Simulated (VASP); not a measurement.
Input:

```xyz
2
Lattice="0.0000 3.3269 3.3269 3.3269 0.0000 3.3269 3.3269 3.3269 0.0000" Properties=species:S:1:pos:R:3 pbc="T T T"
Hg     0.0000     0.0000     0.0000
Te     1.6635     1.6635     1.6635
```

The numbers are results of PBE GGA, VASP's PBE PAW potentials (set 64) (plane waves; VASP), not measurements. Numerical set-up: 400 eV cut-off, 9×9×9 Γ-centred mesh, first-order Methfessel-Paxton smearing of 0.10 eV, potentials Hg Te.

Unless said otherwise, spin-orbit coupling is left out, though it shifts the bands of the heavy elements here.

Predict the energy per atom (σ→0), band gap (on the k-mesh) with the smallest direct gap where there is one.

The band gap (on the k-mesh) is none (metal, semimetal or under 0.01 eV) and the energy per atom (σ→0) is -1.825 eV/atom.

The absolute energy has meaning only against runs of the same code, potentials and settings.

The compound is HgTe in the zinc blende structure. It was relaxed first, which changed the volume by +9 %. The start is the result of an earlier pass.
